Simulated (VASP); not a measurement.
Crystal: SiC.

```
CELL_PARAMETERS angstrom
3.07569 0.00000 0.00000
-1.53785 2.66363 0.00000
0.00000 0.00000 10.07065
ATOMIC_POSITIONS crystal
Si 0.66667 0.33333 0.93784
Si 0.33333 0.66667 0.43784
Si 0.00000 0.00000 0.68789
Si 0.00000 0.00000 0.18789
C 0.66667 0.33333 0.74980
C 0.33333 0.66667 0.24980
C 0.00000 0.00000 0.50046
C 0.00000 0.00000 0.00046
```

The cell is a database's computed one.

```yaml
Program: VASP 6.6.1
Task: relaxation of cell and atoms
Functional: PBE
Potentials_or_basis: VASP PAW PBE potentials, release 64 (Si, C)
Cutoff: 600 eV
k_mesh: 12 × 12 × 3
Occupations: gaussian, width 0.03 eV
Spin: no spin polarisation
```

At the start: pressure 3.7 GPa; volume 10.31 Å³/atom.

Question: How do energy, volume and symmetry change on relaxing?

Answer: Over 3 steps the energy falls by 2.0 meV/atom and the volume is 10.49 Å³/atom (+1.7 %); space group P6_3mc (No. 186, to 0.05 Å).

Step by step:
| step | energy change (eV) | largest force (eV/Å) | pressure (GPa) | volume (Å³) |
| --- | --- | --- | --- | --- |
| 1 | 0.0000 | 0.0055 | 3.72 | 82.50 |
| 2 | 0.0009 | 0.0173 | -3.60 | 85.40 |
| 3 | -0.0161 | 0.0065 | 0.00 | 83.91 |

Final structure:
```
CELL_PARAMETERS angstrom
3.09331 0.00000 0.00000
-1.54666 2.67889 0.00000
0.00000 0.00000 10.12634
ATOMIC_POSITIONS crystal
Si 0.66667 0.33333 0.93783
Si 0.33333 0.66667 0.43783
Si 0.00000 0.00000 0.68790
Si 0.00000 0.00000 0.18790
C 0.66667 0.33333 0.74982
C 0.33333 0.66667 0.24982
C 0.00000 0.00000 0.50045
C 0.00000 0.00000 0.00045
```
